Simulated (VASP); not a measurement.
Consider the following.

```
Si
1.0
    0.00000     2.71782     2.71782
    2.71782     0.00000     2.71782
    2.71782     2.71782     0.00000
Si
2
Direct
  0.00000   0.00000   0.00000
  0.25000   0.25000   0.25000
```

The numbers are results of PBEsol GGA, VASP's PBE PAW potentials (set 64) (plane waves; VASP 6.6.1), not measurements. Numerical set-up: 500 eV cut-off, 8×8×8 Γ-centred mesh, Gaussian smearing of 0.050 eV, potentials Si.

Problem. What does the run give for the energy per atom (σ→0)?

Solution. 
```yaml
energy per atom (σ→0): -5.745 eV/atom
```

Only differences to runs with the same potentials and settings are physical.

The compound is Si in the diamond structure. It was relaxed first.
